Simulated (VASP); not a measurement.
Data:

```xyz
2
Lattice="3.2110 0.0000 0.0000 0.0000 3.3211 0.0000 0.0000 0.0000 3.2533" Properties=species:S:1:pos:R:3 pbc="T T T"
In     1.6055     1.6605     1.6266
Pd     0.0685     0.0000     0.0000
```

The numbers are results of SCAN meta-GGA, VASP's PBE PAW potentials (set 64) (plane waves; VASP 6.6.1), not measurements. Settings: 400 eV cut-off, 10×10×10 Γ-centred mesh, first-order Methfessel-Paxton smearing of 0.10 eV, potentials In_d Pd.

**Question.** Which forces act on the atoms, in eV/Å?

**Answer.** 
```json
[
 {"atom": "In1", "Fx": "0.256", "Fy": "0.000", "Fz": "0.000"},
 {"atom": "Pd2", "Fx": "-0.256", "Fy": "0.000", "Fz": "0.000"}
]
```

**Question.** Give the stress tensor in GPa (positive for a compressed cell).

**Answer.** 
```
-0.93   0.00   0.00
 0.00  -0.05   0.00
 0.00   0.00  -0.34
```
The pressure is its mean diagonal, -0.44 GPa.

The compound is PdIn in the CsCl type structure. The cell was not relaxed at this level, atoms are displaced from their ideal sites. The run is one of a series of settings (GGA removed, LMIXTAU = .TRUE., METAGGA = SCAN against the base run), some of them coarse on purpose. The electron count is odd and the run is not spin-polarised, which forces a metal.
